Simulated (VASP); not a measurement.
Here is the system:

```
Cd2Tm
1.0
    4.84033     0.00000     0.00000
   -2.42016     4.19185     0.00000
    0.00000     0.00000     3.32126
Tm Cd
1 2
Cartesian
  0.00000   0.00000   3.32126
  0.00000   2.79457   1.66063
  2.42017   1.39728   1.66063
```

Computed with PBEsol GGA, VASP's PBE PAW potentials (set 64) (plane waves; VASP). Numerical set-up: 400 eV cut-off, Gaussian smearing of 0.050 eV, potentials Tm_3 Cd.

The 4f electrons are frozen in the core of the lanthanide potential, so 4f levels, which can set the real gap, and their magnetism are missing.

Problem. What does the run give for the band gap (along the path) with the smallest direct gap where there is one?

Solution. 
```yaml
band gap (along the path): none (metal, semimetal or under 0.01 eV)
```

Only differences to runs with the same potentials and settings are physical.

The structure comes from a computed database's TmCd2 entry (P6/mmm); how it stands against other phases isn't given here. It was relaxed first. The electron count is odd and the run is not spin-polarised, which forces a metal.
